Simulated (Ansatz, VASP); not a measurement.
# Na2Sb: VASP beside Ansatz

```
Na Sb
1.0
     0.00000    3.41069    3.41069
     3.41069    0.00000    3.41069
     3.41069    3.41069    0.00000
Na Sb
2 1
Direct
  0.25000 0.25000 0.25000
  0.75000 0.75000 0.75000
  0.50000 0.50000 0.50000
```

Alike in both runs: task single point; functional PBE; k mesh 4 × 4 × 4; occupations gaussian, width 0.1 eV; no spin polarisation.

|  | VASP | Ansatz |
| --- | --- | --- |
| version | VASP 6.6.1 | Ansatz 0.2.0 |
| potentials or method | VASP PAW PBE potentials, release 64 (Na_pv, Sb) | scalar-relativistic, plane waves, PAW |
| plane-wave cutoff (eV) | 520 | 420 |
| valence electrons in the cell | 19 | 33 |

|  | VASP | Ansatz | Ansatz less VASP |
| --- | --- | --- | --- |
| gap on the k mesh at the Fermi level (eV) | none | none | - |
| pressure (GPa) | 7.2 | 7.1 | -0.08 |

A gap of «none» marks a metal or a gap that the smearing closes. The two sets of potentials don't hold the same shells in valence.

Caveats: the k mesh is coarse (spacing up to 0.40 Å⁻¹), so the values aren't converged. Spin-orbit coupling is left out, which matters for the levels of Sb.
